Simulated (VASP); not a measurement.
OSZICAR of a VASP run on HgTe (relaxed from the NiAs type structure, space group P6_3/mmc):

### OSZICAR
```
       N       E                     dE             d eps       ncg     rms          rms(c)
DAV:   1     0.255028368275E+03    0.25503E+03   -0.16947E+04  1856   0.147E+03
DAV:   2     0.480061357101E+01   -0.25023E+03   -0.24332E+03  2004   0.349E+02
DAV:   3    -0.676607236625E+01   -0.11567E+02   -0.11371E+02  2210   0.743E+01
DAV:   4    -0.688284062546E+01   -0.11677E+00   -0.11625E+00  2124   0.716E+00
DAV:   5    -0.688463375691E+01   -0.17931E-02   -0.17931E-02  2214   0.888E-01    0.226E+01
DAV:   6    -0.635506717786E+01    0.52957E+00   -0.15048E+00  2040   0.152E+01    0.157E+01
DAV:   7    -0.634016031233E+01    0.14907E-01   -0.52317E-01  2082   0.501E+00    0.251E+00
DAV:   8    -0.632447026914E+01    0.15690E-01   -0.98078E-02  2000   0.355E+00    0.183E+00
DAV:   9    -0.632468898708E+01   -0.21872E-03   -0.13706E-02  2070   0.769E-01    0.856E-01
DAV:  10    -0.632442845839E+01    0.26053E-03   -0.93010E-04  2100   0.328E-01    0.316E-01
DAV:  11    -0.632439605588E+01    0.32403E-04   -0.70977E-05  2046   0.488E-02    0.112E-01
DAV:  12    -0.632439406836E+01    0.19875E-05   -0.52135E-05  2054   0.607E-02    0.506E-02
DAV:  13    -0.632439292068E+01    0.11477E-05   -0.94851E-06  2010   0.345E-02    0.344E-02
DAV:  14    -0.632439307365E+01   -0.15297E-06   -0.97483E-07  1056   0.597E-03
   1 F= 0.94431081E+01 E0= 0.94429452E+01  d E =0.944311E+01
       N       E                     dE             d eps       ncg     rms          rms(c)
DAV:   1    -0.628541070760E+01    0.38982E-01   -0.99211E-01  2022   0.768E+00    0.883E-01
DAV:   2    -0.627130217954E+01    0.14109E-01   -0.25989E-02  1998   0.197E+00    0.384E-01
DAV:   3    -0.626776208029E+01    0.35401E-02   -0.53858E-03  2088   0.589E-01    0.246E-01
DAV:   4    -0.626697906775E+01    0.78301E-03   -0.13225E-03  2172   0.316E-01    0.581E-02
DAV:   5    -0.626694477386E+01    0.34294E-04   -0.20014E-04  2022   0.154E-01    0.541E-02
DAV:   6    -0.626694609116E+01   -0.13173E-05   -0.17974E-05  2004   0.443E-02    0.342E-02
DAV:   7    -0.626694648887E+01   -0.39770E-06   -0.47504E-06  1956   0.270E-02
   2 F= 0.94359194E+01 E0= 0.94359234E+01  d E =-.718879E-02
       N       E                     dE             d eps       ncg     rms          rms(c)
DAV:   1    -0.621577841542E+01    0.51168E-01   -0.51495E+00  2046   0.175E+01    0.199E+00
DAV:   2    -0.614172367760E+01    0.74055E-01   -0.14051E-01  1998   0.457E+00    0.884E-01
DAV:   3    -0.612369615515E+01    0.18028E-01   -0.27604E-02  2100   0.133E+00    0.566E-01
DAV:   4    -0.611954612949E+01    0.41500E-02   -0.68060E-03  2160   0.724E-01    0.132E-01
DAV:   5    -0.611934509693E+01    0.20103E-03   -0.10812E-03  2082   0.352E-01    0.126E-01
DAV:   6    -0.611935103648E+01   -0.59395E-05   -0.89062E-05  1992   0.972E-02    0.839E-02
DAV:   7    -0.611935200773E+01   -0.97126E-06   -0.30459E-05  2098   0.665E-02    0.165E-02
DAV:   8    -0.611935120830E+01    0.79943E-06   -0.63407E-06  1926   0.314E-02
   3 F= 0.94315962E+01 E0= 0.94316530E+01  d E =-.115119E-01
       N       E                     dE             d eps       ncg     rms          rms(c)
DAV:   1    -0.618855091318E+01   -0.69199E-01   -0.66918E-01  2058   0.638E+00    0.744E-01
DAV:   2    -0.617881721190E+01    0.97337E-02   -0.18721E-02  2022   0.175E+00    0.329E-01
DAV:   3    -0.617655771872E+01    0.22595E-02   -0.34370E-03  2106   0.474E-01    0.223E-01
DAV:   4    -0.617594225929E+01    0.61546E-03   -0.92185E-04  2136   0.265E-01    0.478E-02
DAV:   5    -0.617590662217E+01    0.35637E-04   -0.16242E-04  2106   0.136E-01    0.460E-02
DAV:   6    -0.617590759786E+01   -0.97570E-06   -0.15106E-05  1950   0.418E-02    0.303E-02
DAV:   7    -0.617590686436E+01    0.73350E-06   -0.62180E-06  1926   0.315E-02
   4 F= 0.94303661E+01 E0= 0.94301817E+01  d E =-.127420E-01
       N       E                     dE             d eps       ncg     rms          rms(c)
DAV:   1    -0.625957153627E+01   -0.83664E-01   -0.42454E-01  2064   0.564E+00    0.696E-01
DAV:   2    -0.625184528518E+01    0.77263E-02   -0.18084E-02  2016   0.173E+00    0.362E-01
DAV:   3    -0.625045477413E+01    0.13905E-02   -0.23479E-03  2184   0.408E-01    0.274E-01
DAV:   4    -0.625000527669E+01    0.44950E-03   -0.62471E-04  2018   0.217E-01    0.489E-02
DAV:   5    -0.624995631550E+01    0.48961E-04   -0.19309E-04  2184   0.156E-01    0.471E-02
DAV:   6    -0.624995743094E+01   -0.11154E-05   -0.14038E-05  1968   0.387E-02    0.360E-02
DAV:   7    -0.624995716139E+01    0.26955E-06   -0.12171E-05  2022   0.440E-02    0.105E-02
DAV:   8    -0.624995648329E+01    0.67810E-06   -0.37572E-06  1608   0.252E-02
   5 F= 0.94278801E+01 E0= 0.94278802E+01  d E =-.248598E-02
```

Q: Which electronic solver shows in the log?

A: It is blocked Davidson (ALGO = Normal, or the opening steps of other solvers). The INCAR had ALGO = Normal.

Q: Can the final energy be trusted as converged?

A: The calculation finished and met its thresholds. It stopped with EDIFF = 1E-6, NELM = 100, NSW = 40 and EDIFFG = -0.02 after 5 ionic steps (PBEsol GGA, plane waves, VASP's PBE PAW potentials (set 64)).

The structure was generated: HgTe was put into the NiAs type type (P6_3/mmc), which need not be its known phase. This run relaxes it under an external pressure of 30 GPa. Symmetry was kept, so distortions that lower it aren't found.
